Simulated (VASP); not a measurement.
Calculation: PW91 GGA, VASP's PBE PAW potentials (set 64) (plane waves; VASP).

A VASP calculation is set up with these files.

**KPOINTS**
```
kpoints
0
G
  16 16 16
0 0 0
```

**INCAR**
```
! general
SYSTEM =Pt
PREC   =Accurate
ENCUT  =520   ! plane-wave cut-off (eV)
LREAL  =F   ! projection in real space or not
LASPH  =T   ! aspherical one-centre terms

! electronic loop
EDIFF  =1E-7   ! SCF stop (eV)
NELM   =100   ! most electronic steps
ALGO   =Normal   ! blocked Davidson
LMAXMIX=6

! smearing
ISMEAR =1
SIGMA  =0.1

! functional
GGA    =91   ! PW91

! ions
ISIF   =2

! output
LWAVE  =F
LCHARG =F
```

POSCAR:
```
Pt
2.0091820
  0.0000000000   1.0000000239   1.0000000239
  1.0000000239   0.0000000000   1.0000000239
  1.0000000239   1.0000000239   0.0000000000
Pt
1
Cartesian
  0.0000000000   0.0000000000   0.0000000000
```

POTCAR, in this order: Pt (PBE.64 set). Program: vasp_std.

Output of the run:

File OSZICAR:
```
       N       E                     dE             d eps       ncg     rms          rms(c)
DAV:   1     0.367444932884E+02    0.36744E+02   -0.55163E+03  2762   0.102E+03
DAV:   2    -0.607062736574E+01   -0.42815E+02   -0.40585E+02  2741   0.182E+02
DAV:   3    -0.651892142854E+01   -0.44829E+00   -0.44636E+00  3052   0.191E+01
DAV:   4    -0.652053748632E+01   -0.16161E-02   -0.16160E-02  3078   0.125E+00
DAV:   5    -0.652054887328E+01   -0.11387E-04   -0.11388E-04  2951   0.950E-02    0.106E+01
DAV:   6    -0.612396508477E+01    0.39658E+00   -0.11660E+00  2676   0.959E+00    0.533E+00
DAV:   7    -0.608980010630E+01    0.34165E-01   -0.14378E-01  2823   0.325E+00    0.232E+00
DAV:   8    -0.608677425787E+01    0.30258E-02   -0.43496E-03  2808   0.648E-01    0.546E-01
DAV:   9    -0.608654940233E+01    0.22486E-03   -0.17045E-04  2789   0.131E-01    0.143E-02
DAV:  10    -0.608655349889E+01   -0.40966E-05   -0.25221E-06  3052   0.140E-02    0.334E-03
DAV:  11    -0.608655354650E+01   -0.47611E-07   -0.62352E-08  2213   0.248E-03
   1 F= -.60865535E+01 E0= -.60861864E+01  d E =-.110144E-02
```

### OUTCAR
```
------------------------ aborting loop because EDIFF is reached ----------------------------------------
  FORCE on cell =-STRESS in cart. coord.  units (eV):
  Direction    XX          YY          ZZ          XY          YZ          ZX
  --------------------------------------------------------------------------------------
  Total       -0.6825318     -0.6825318     -0.6825318      0.0000000      0.0000000      0.0000000
  in kB      -67.4133040    -67.4133040    -67.4133040      0.0000000      0.0000000      0.0000000
  external PRESSURE =     -67.4133040 kB  Pullay stress =       0.0000000 kB
  volume of cell :       16.22
      direct lattice vectors                 reciprocal lattice vectors
     0.000000000  2.009182048  2.009182048    -0.248857489  0.248857489  0.248857489
     2.009182048  0.000000000  2.009182048     0.248857489 -0.248857489  0.248857489
     2.009182048  2.009182048  0.000000000     0.248857489  0.248857489 -0.248857489
 POSITION                                       TOTAL-FORCE (eV/Angst)
 -----------------------------------------------------------------------------------
      0.00000      0.00000      0.00000         0.000000      0.000000      0.000000
 -----------------------------------------------------------------------------------
    total drift:                               -0.000000     -0.000000      0.000000
  FREE ENERGIE OF THE ION-ELECTRON SYSTEM (eV)
  ---------------------------------------------------
  free  energy   TOTEN  =        -6.0865535465 eV

  energy  without entropy=       -6.0854521075  energy(sigma->0) =       -6.08618640
```
(Selected blocks of OUTCAR.)

The compound is Pt in the fcc structure. This cell is one point of a volume scan, at 1.03 of the reference volume.
